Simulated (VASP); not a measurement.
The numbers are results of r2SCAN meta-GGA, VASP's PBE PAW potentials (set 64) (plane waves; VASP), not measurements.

Input for VASP

**POSCAR**
```
ZrO2
3.5825660
  0.0000000000   0.7071068116   0.7071068116
  0.7106601121   0.0000000000   0.7071068116
  0.7106601121   0.7071068116   0.0000000000
Zr O
1 2
Cart
  0.0000000000   0.0000000000   0.0000000000
  0.3553300561   0.3535534058   0.3535534058
  1.0659901682   1.0606602174   1.0606602174
```

INCAR:
```
EDIFF = 1E-7   ! SCF stop (eV)
SIGMA = 0.05   ! width (eV)
ISMEAR = 0
SYSTEM = ZrO2
LREAL = .FALSE.   ! projection in real space or not
LASPH = .TRUE.   ! aspherical one-centre terms
METAGGA = R2SCAN
LMIXTAU = .TRUE.
LWAVE = .FALSE.
LMAXMIX = 4   ! l cut-off of mixed one-centre charges
ENCUT = 600
ISIF = 2   ! forces and stress, cell fixed
ALGO = Normal
LCHARG = .FALSE.
PREC = Accurate
NELM = 100
```

KPOINTS:
```
Automatic
0
G
  8 8 8
0 0 0
```

POTCAR, in this order: Zr_sv O (PBE.64 set). Program: vasp_std.

### Question
Predict the energy per atom (σ→0), pressure.

### Answer

The energy per atom (σ→0) is -15.286 eV/atom and the pressure comes out as 2.34 GPa.

**OSZICAR**
```
...
DAV:  15    -0.458570562393E+02    0.29950E-03   -0.32428E-04  2256   0.230E-01    0.685E-02
DAV:  16    -0.458577829061E+02   -0.72667E-03   -0.50942E-04  2016   0.226E-01    0.190E-02
DAV:  17    -0.458577896548E+02   -0.67487E-05   -0.42601E-05  2808   0.513E-02    0.573E-03
DAV:  18    -0.458577898247E+02   -0.16985E-06   -0.49036E-06  2208   0.216E-02    0.430E-03
DAV:  19    -0.458577891785E+02    0.64619E-06   -0.30160E-06  2160   0.192E-02    0.189E-03
DAV:  20    -0.458577906162E+02   -0.14377E-05   -0.71419E-07  2016   0.102E-02    0.411E-04
DAV:  21    -0.458577905741E+02    0.42050E-07   -0.11016E-08  1280   0.139E-03
   1 F= -.45857791E+02 E0= -.45857791E+02  d E =-.906029E-11
```

The compound is ZrO2 in the fluorite structure, the high-temperature cubic form, which is unstable at 0 K; the monoclinic form is the stable one. This cell was strained or had an atom moved on purpose.
